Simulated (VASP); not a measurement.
Level of theory: PBE GGA, VASP's PBE PAW potentials (set 64) (plane waves; VASP).

VASP input:

### INCAR
```
ALGO = Normal
EDIFF = 1E-7
ENCUT = 400
GGA = PE
ISIF = 2
ISMEAR = -5
LASPH = .TRUE.
LCHARG = .TRUE.
LMAXMIX = 4
LORBIT = 11
LREAL = .FALSE.
LWAVE = .FALSE.
NEDOS = 601
NELM = 100
PREC = Accurate
SYSTEM = CoAl
```

### KPOINTS
```
Automatic mesh
0
Gamma
14 14 14
0 0 0
```

### POSCAR
```
CoAl
1
    2.8498343040    -0.0000000000     0.0000000000
    0.0000000000     2.8498343040     0.0000000000
   -0.0000000000    -0.0000000000     2.8498343040
Al Co
1 1
Direct
  0.5000000000   0.5000000000   0.5000000000
  0.0000000000   0.0000000000   0.0000000000
```

POTCAR, in this order: Al Co (PBE.64 set). Program: vasp_std.

Output

File OUTCAR:
```
 ion  position               nearest neighbor table
   1  0.500  0.500  0.500-   2 2.47   2 2.47   2 2.47   2 2.47   2 2.47   2 2.47   2 2.47   2 2.47
  LATTYP: Found a simple cubic cell.
 ALAT       =     2.8498343040
 Subroutine PRICEL returns:
 Original cell was already a primitive cell.
 Subroutine GETGRP returns: Found 48 space group operations
The static configuration has the point symmetry O_h .
The dynamic configuration has the point symmetry O_h .
 Subroutine INISYM returns: Found 48 space group operations
 Subroutine IBZKPT returns following result:
 Found    120 irreducible k-points:

 Following reciprocal coordinates:
            Coordinates               Weight
  0.000000  0.000000  0.000000      1.000000
  0.071429  0.000000  0.000000      6.000000
  0.142857  0.000000  0.000000      6.000000
  0.214286  0.000000  0.000000      6.000000
  0.285714  0.000000  0.000000      6.000000
  0.357143  0.000000  0.000000      6.000000
  0.428571  0.000000  0.000000      6.000000
  0.500000  0.000000  0.000000      3.000000
  0.071429  0.071429  0.000000     12.000000
  0.142857  0.071429  0.000000     24.000000
...
```

File OSZICAR:
```
       N       E                     dE             d eps       ncg     rms          rms(c)
DAV:   1     0.302328084215E+02    0.30233E+02   -0.45134E+03  2448   0.102E+03
DAV:   2    -0.125993810196E+02   -0.42832E+02   -0.40704E+02  2432   0.174E+02
DAV:   3    -0.136391194663E+02   -0.10397E+01   -0.10330E+01  2858   0.355E+01
DAV:   4    -0.136583668035E+02   -0.19247E-01   -0.19283E-01  2936   0.441E+00
DAV:   5    -0.136589388044E+02   -0.57200E-03   -0.57341E-03  2772   0.754E-01    0.126E+01
DAV:   6    -0.164878703548E+02   -0.28289E+01   -0.73379E+01  2708   0.127E+02    0.177E+01
DAV:   7    -0.120082776682E+02    0.44796E+01   -0.32441E+01  2634   0.809E+01    0.182E+00
DAV:   8    -0.120026131020E+02    0.56646E-02   -0.21851E-01  2506   0.398E+00    0.118E+00
DAV:   9    -0.119894686602E+02    0.13144E-01   -0.44561E-02  2926   0.299E+00    0.306E-01
DAV:  10    -0.119889908863E+02    0.47777E-03   -0.11853E-03  2978   0.458E-01    0.135E-01
DAV:  11    -0.119889759591E+02    0.14927E-04   -0.24780E-05  3004   0.482E-02    0.184E-02
DAV:  12    -0.119889701245E+02    0.58346E-05   -0.79651E-06  2764   0.372E-02    0.524E-03
DAV:  13    -0.119889695391E+02    0.58545E-06   -0.23623E-07  1798   0.447E-03    0.187E-03
DAV:  14    -0.119889692123E+02    0.32675E-06   -0.70277E-08  1258   0.234E-03    0.298E-04
DAV:  15    -0.119889692021E+02    0.10195E-07   -0.57594E-09  1252   0.104E-03
   1 F= -.11988969E+02 E0= -.11988969E+02  d E =0.000000E+00
```

OUTCAR:
```
------------------------ aborting loop because EDIFF is reached ----------------------------------------
  FORCE on cell =-STRESS in cart. coord.  units (eV):
  Direction    XX          YY          ZZ          XY          YZ          ZX
  --------------------------------------------------------------------------------------
  Total       -0.0039982     -0.0039982     -0.0039982      0.0000000     -0.0000000     -0.0000000
  in kB       -0.2767713     -0.2767713     -0.2767713      0.0000000     -0.0000000     -0.0000000
  external PRESSURE =      -0.2767713 kB  Pullay stress =       0.0000000 kB
  volume of cell :       23.15
      direct lattice vectors                 reciprocal lattice vectors
     2.849834304  0.000000000  0.000000000     0.350897594  0.000000000  0.000000000
     0.000000000  2.849834304  0.000000000     0.000000000  0.350897594  0.000000000
     0.000000000  0.000000000  2.849834304     0.000000000  0.000000000  0.350897594
 POSITION                                       TOTAL-FORCE (eV/Angst)
 -----------------------------------------------------------------------------------
      1.42492      1.42492      1.42492         0.000000      0.000000      0.000000
      0.00000      0.00000      0.00000         0.000000      0.000000      0.000000
 -----------------------------------------------------------------------------------
    total drift:                               -0.000000      0.000000     -0.000000
  FREE ENERGIE OF THE ION-ELECTRON SYSTEM (eV)
  ---------------------------------------------------
  free  energy   TOTEN  =       -11.9889692021 eV

  energy  without entropy=      -11.9889692021  energy(sigma->0) =      -11.98896920

 total charge

# of ion       s       p       d       tot
------------------------------------------
    1        0.394   0.429   0.000   0.823
    2        0.433   0.509   7.503   8.446
--------------------------------------------------
tot          0.828   0.938   7.503   9.269
```
(Selected blocks of OUTCAR.)

For a metal the tetrahedron method with Blöchl corrections gives inexact stress and forces.

The compound is CoAl in the CsCl type structure. It was relaxed first. The run is not spin-polarised, so no magnetic state was tried.
